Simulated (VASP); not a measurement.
All values below come from PBE GGA with D3 dispersion (zero damping), VASP's PBE PAW potentials (set 64) (plane waves; VASP 6.6.1).

A VASP calculation is set up with these files.

### KPOINTS
```
Automatic mesh
0
Gamma
14 14 8
0 0 0
```

INCAR:
```
SYSTEM = Ru
PREC = Accurate
ENCUT = 520
EDIFF = 1E-6
NELM = 100
ALGO = Normal
LREAL = .FALSE.
LASPH = .TRUE.
ISMEAR = 1
SIGMA = 0.1
GGA = PE
IVDW = 11
LMAXMIX = 4
LWAVE = .FALSE.
LCHARG = .FALSE.
IBRION = 2
ISIF = 3
NSW = 60
EDIFFG = -0.01
```

File POSCAR:
```
Ru
1
    1.3550000000    -2.3469290000     0.0000000000
    1.3550000000     2.3469290000     0.0000000000
    0.0000000000     0.0000000000     4.2800000000
Ru
2
Direct
  0.3333330000   0.6666670000   0.2500000000
  0.6666670000   0.3333330000   0.7500000000
```

POTCAR, in this order: Ru_pv (PBE.64 set). Program: vasp_std.

Output

**OUTCAR**
```
 ion  position               nearest neighbor table
   1  0.333  0.667  0.250-   2 2.65   2 2.65   2 2.65   2 2.65   2 2.65   2 2.65
   2  0.667  0.333  0.750-   1 2.65   1 2.65   1 2.65   1 2.65   1 2.65   1 2.65
  LATTYP: Found a hexagonal cell.
 ALAT       =     2.7100001349
 C/A-ratio  =     1.5793357148
 Subroutine PRICEL returns:
 Original cell was already a primitive cell.
 Subroutine GETGRP returns: Found 24 space group operations
The static configuration has the point symmetry D_3d.
 The point group associated with its full space group is D_6h.
The dynamic configuration has the point symmetry D_3d.
 Subroutine INISYM returns: Found 24 space group operations
 Subroutine IBZKPT returns following result:
 Found    120 irreducible k-points:

 Following reciprocal coordinates:
            Coordinates               Weight
  0.000000  0.000000  0.000000      1.000000
  0.071429  0.000000  0.000000      6.000000
  0.142857  0.000000  0.000000      6.000000
  0.214286  0.000000  0.000000      6.000000
  0.285714  0.000000  0.000000      6.000000
  0.357143  0.000000  0.000000      6.000000
  0.428571  0.000000  0.000000      6.000000
  0.500000  0.000000  0.000000      3.000000
  0.071429  0.071429  0.000000      6.000000
  0.142857  0.071429  0.000000     12.000000
  0.214286  0.071429  0.000000     12.000000
  0.285714  0.071429  0.000000     12.000000
  0.357143  0.071429  0.000000     12.000000
  0.428571  0.071429  0.000000     12.000000
  0.142857  0.142857  0.000000      6.000000
  0.214286  0.142857  0.000000     12.000000
  0.285714  0.142857  0.000000     12.000000
  0.357143  0.142857  0.000000     12.000000
  0.428571  0.142857  0.000000      6.000000
  0.214286  0.214286  0.000000      6.000000
  0.285714  0.214286  0.000000     12.000000
  0.357143  0.214286  0.000000     12.000000
...
```

**OSZICAR**
```
       N       E                     dE             d eps       ncg     rms          rms(c)
DAV:   1     0.285920596050E+03    0.28592E+03   -0.18129E+04  4328   0.173E+03
DAV:   2    -0.130382848476E+02   -0.29896E+03   -0.29334E+03  4608   0.495E+02
DAV:   3    -0.197387246594E+02   -0.67004E+01   -0.65125E+01  4508   0.790E+01
DAV:   4    -0.198081298678E+02   -0.69405E-01   -0.69143E-01  5274   0.706E+00
DAV:   5    -0.198091092935E+02   -0.97943E-03   -0.97939E-03  4680   0.781E-01    0.176E+01
DAV:   6    -0.185527984225E+02    0.12563E+01   -0.33674E+00  4356   0.193E+01    0.465E+00
DAV:   7    -0.184673762599E+02    0.85422E-01   -0.26787E-01  4424   0.492E+00    0.110E+00
DAV:   8    -0.184590600277E+02    0.83162E-02   -0.70963E-03  4442   0.101E+00    0.193E-01
DAV:   9    -0.184590446113E+02    0.15416E-04   -0.53069E-04  5548   0.245E-01    0.489E-02
DAV:  10    -0.184590514897E+02   -0.68784E-05   -0.18369E-05  4682   0.453E-02    0.197E-02
DAV:  11    -0.184590573387E+02   -0.58490E-05   -0.11283E-06  3076   0.102E-02    0.241E-03
DAV:  12    -0.184590572930E+02    0.45718E-07   -0.66978E-08  2206   0.226E-03
   1 F= -.19565931E+02 E0= -.19565462E+02  d E =-.195659E+02
       N       E                     dE             d eps       ncg     rms          rms(c)
DAV:   1    -0.195366383899E+02   -0.10776E+01   -0.25954E+01  4340   0.625E+01    0.112E+01
DAV:   2    -0.183737836070E+02    0.11629E+01   -0.32804E+00  4338   0.197E+01    0.159E+00
DAV:   3    -0.183357497714E+02    0.38034E-01   -0.21002E-01  4422   0.449E+00    0.133E+00
DAV:   4    -0.183455835846E+02   -0.98338E-02   -0.88942E-03  4418   0.874E-01    0.343E-01
DAV:   5    -0.183469550529E+02   -0.13715E-02   -0.14647E-03  4930   0.283E-01    0.673E-02
DAV:   6    -0.183469134754E+02    0.41577E-04   -0.77818E-05  4668   0.740E-02    0.130E-02
DAV:   7    -0.183469146477E+02   -0.11723E-05   -0.68548E-06  4702   0.230E-02    0.982E-03
DAV:   8    -0.183469133462E+02    0.13015E-05   -0.43339E-07  2342   0.532E-03    0.101E-03
DAV:   9    -0.183469136928E+02   -0.34665E-06   -0.82348E-08  2182   0.273E-03
   2 F= -.19525171E+02 E0= -.19524854E+02  d E =0.407593E-01
       N       E                     dE             d eps       ncg     rms          rms(c)
DAV:   1    -0.191380254205E+02   -0.79111E+00   -0.15172E+01  4340   0.490E+01    0.641E+00
DAV:   2    -0.184529967615E+02    0.68503E+00   -0.20137E+00  4334   0.151E+01    0.139E+00
DAV:   3    -0.184404790271E+02    0.12518E-01   -0.10175E-01  4398   0.308E+00    0.543E-01
DAV:   4    -0.184457146264E+02   -0.52356E-02   -0.40973E-03  4414   0.608E-01    0.183E-01
DAV:   5    -0.184466987612E+02   -0.98413E-03   -0.93516E-04  4844   0.234E-01    0.548E-02
DAV:   6    -0.184467021098E+02   -0.33486E-05   -0.49682E-05  4912   0.593E-02    0.123E-02
DAV:   7    -0.184467003419E+02    0.17679E-05   -0.58204E-06  4398   0.223E-02    0.648E-03
DAV:   8    -0.184467010760E+02   -0.73411E-06   -0.29053E-07  2206   0.449E-03
   3 F= -.19570699E+02 E0= -.19570261E+02  d E =-.476865E-02
       N       E                     dE             d eps       ncg     rms          rms(c)
DAV:   1    -0.184463851715E+02    0.31517E-03   -0.63295E-04  4344   0.312E-01    0.458E-02
DAV:   2    -0.184463552713E+02    0.29900E-04   -0.84560E-05  4340   0.981E-02    0.761E-03
DAV:   3    -0.184463550385E+02    0.23276E-06   -0.47964E-06  4288   0.212E-02
   4 F= -.19570699E+02 E0= -.19570261E+02  d E =-.476847E-02
       N       E                     dE             d eps       ncg     rms          rms(c)
DAV:   1    -0.184466992649E+02   -0.34399E-03   -0.77565E-03  4364   0.779E-01    0.873E-02
DAV:   2    -0.184465306072E+02    0.16866E-03   -0.24611E-04  4352   0.154E-01    0.363E-02
DAV:   3    -0.184464953639E+02    0.35243E-04   -0.11282E-04  5080   0.767E-02    0.797E-03
DAV:   4    -0.184464952555E+02    0.10846E-06   -0.41303E-06  4670   0.231E-02
   5 F= -.19570704E+02 E0= -.19570273E+02  d E =-.496439E-05
       N       E                     dE             d eps       ncg     rms          rms(c)
DAV:   1    -0.184464787403E+02    0.16624E-04   -0.94125E-04  4370   0.271E-01    0.312E-02
DAV:   2    -0.184464574778E+02    0.21263E-04   -0.31157E-05  4356   0.547E-02    0.131E-02
DAV:   3    -0.184464530751E+02    0.44027E-05   -0.13819E-05  4928   0.273E-02    0.246E-03
DAV:   4    -0.184464531976E+02   -0.12251E-06   -0.44763E-07  2174   0.809E-03
   6 F= -.19570708E+02 E0= -.19570275E+02  d E =-.927404E-05
```

**OUTCAR**
```
------------------------ aborting loop because EDIFF is reached ----------------------------------------
 Edisp (eV)   -1.12426
  FORCE on cell =-STRESS in cart. coord.  units (eV):
  Direction    XX          YY          ZZ          XY          YZ          ZX
  --------------------------------------------------------------------------------------
  Total      -0.00084    -0.00084     0.00885     0.00000     0.00000     0.00000
  in kB      -0.05001    -0.05001     0.52779     0.00000     0.00000     0.00000
  external pressure =        0.14 kB  Pullay stress =        0.00 kB
  volume of cell :       26.87
      direct lattice vectors                 reciprocal lattice vectors
     1.349948580 -2.338179682 -0.000000000     0.370384478 -0.213841564  0.000000000
     1.349948580  2.338179682  0.000000000     0.370384478  0.213841564  0.000000000
    -0.000000000 -0.000000000  4.256534335     0.000000000 -0.000000000  0.234932910
 POSITION                                       TOTAL-FORCE (eV/Angst)
 -----------------------------------------------------------------------------------
      1.34995      0.77939      1.06413         0.000000     -0.000000      0.000000
      1.34995     -0.77939      3.19240        -0.000000      0.000000      0.000000
 -----------------------------------------------------------------------------------
    total drift:                               -0.000000      0.000504     -0.000045
  FREE ENERGIE OF THE ION-ELECTRON SYSTEM (eV)
  ---------------------------------------------------
  free  energy   TOTEN  =       -19.5707082804 eV

  energy  without entropy=      -19.5694087117  energy(sigma->0) =      -19.57027509

 reached required accuracy - stopping structural energy minimisation
```
(Selected blocks of OUTCAR.)

### CONTCAR
```
Ru
   1.00000000000000
     1.3499485801149735   -2.3381796823660297   -0.0000000000000000
     1.3499485801149735    2.3381796823660297    0.0000000000000000
    -0.0000000000000000   -0.0000000000000000    4.2565343351760143
  Ru
     2
Direct
     0.3333330000000032    0.6666669999999968    0.2500000000000000
     0.6666669999999968    0.3333330000000032    0.7500000000000000
```

The compound is Ru in the hcp structure. This run relaxes it. Symmetry was kept, so distortions that lower it aren't found.
